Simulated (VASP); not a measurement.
Consider the following.

```
CELL_PARAMETERS angstrom
     -2.00941     2.00941     5.29024
      2.00941    -2.00941     5.29024
      2.00941     2.00941    -5.29024
ATOMIC_POSITIONS crystal
  Y  0.00000 0.00000 0.00000
  Ga 0.61332 0.61332 0.00000
  Ga 0.38668 0.38668 0.00000
  Ga 0.75000 0.25000 0.50000
  Cu 0.25000 0.75000 0.50000
```

Computed with PBEsol GGA, VASP's PBE PAW potentials (set 64) (plane waves; VASP 6.6.1). Run with 400 eV cut-off, Gaussian smearing of 0.050 eV, potentials Y_sv Ga_d Cu.

Question: What does the run give for the band gap (along the path) with the smallest direct gap where there is one?

Answer: 
The band gap (along the path) is none (metal, semimetal or under 0.01 eV).

The structure comes from a computed database's YGa3Cu entry (I-4m2); how it stands against other phases isn't given here. It was relaxed first. The electron count is odd and the run is not spin-polarised, which forces a metal.
